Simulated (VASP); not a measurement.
All values below come from r2SCAN+rVV10, VASP's PBE PAW potentials (set 64) (plane waves; VASP).

The input files of a VASP run:

**KPOINTS**
```
kpoints
0
gamma
 15 15 9
0 0 0
```

File POSCAR:
```
Ru
1.0
  1.3238173814  -2.2929191159   0.0000000000
  1.3238173814   2.2929191159   0.0000000000
  0.0000000000   0.0000000000   4.1705440642
Ru
2
Cart
  1.3238173814   0.7643079006   1.0426360160
  1.3238173814  -0.7643079006   3.1279080481
```

**INCAR**
```
EDIFFG = -0.01
LMIXTAU = T
IBRION = 2   ! conjugate gradients
ALGO = Normal   ! blocked Davidson
CPARAM = 0.0093
SYSTEM = Ru
NSW = 30
LCHARG = F
ISMEAR = 1   ! Methfessel-Paxton
EDIFF = 1E-7   ! SCF stop (eV)
LUSE_VDW = T
NELM = 100   ! most electronic steps
METAGGA = R2SCAN
BPARAM = 11.95
LASPH = T
SIGMA = 0.1   ! width (eV)
PREC = Accurate
ISIF = 4   ! ions and shape, fixed volume
LMAXMIX = 4
ENCUT = 520   ! plane-wave cut-off (eV)
LWAVE = F
LREAL = F   ! projection in real space or not
```

POTCAR, in this order: Ru_pv (PBE.64 set). Program: vasp_std.

Task: What will the output report for the number of irreducible k-points (NKPTS), largest plane-wave count, number of space-group operations, FFT grid (NGX, NGY, NGZ)?

Result: 
```yaml
number of irreducible k-points (NKPTS): 135
largest_plane_wave_count: 699
number_of_space_group_operations: 24
FFT grid (NGX, NGY, NGZ): 20 × 20 × 32
```

The compound is Ru in the hcp structure. This cell is one point of a volume scan, at 0.94 of the reference volume. Symmetry was kept, so distortions that lower it aren't found.
